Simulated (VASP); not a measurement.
Here is the system:

```
CELL_PARAMETERS angstrom
      2.10085     3.61813    -0.00755
      2.10085    -3.61813     0.00755
      0.00000     0.00934    -5.18858
ATOMIC_POSITIONS crystal
  Te 0.32131 0.67869 0.71047
  Te 0.67869 0.32131 0.28953
  Au 0.00000 0.00000 0.00000
```

Method: r2SCAN meta-GGA with spin-orbit coupling, VASP's PBE PAW potentials (set 64) (plane waves; VASP 6.6.1). Settings: 400 eV cut-off, 8×8×6 Γ-centred mesh, Gaussian smearing of 0.050 eV, potentials Te Au.

Question: The job: Te$_{2}$Au (sg12), 3 atoms, r2SCAN+SOC, static run, 400 eV, 8×8×6 Γ-centred mesh. Roughly how much core time does it take on a busy server core?

Answer: About 20 core-minutes (one run on a shared machine, a rough figure). It had 114 irreducible k-points, 30 bands, up to 2906 plane waves and 16 electronic steps.

The compound is Te2Au in the sg12 structure. It was relaxed first.
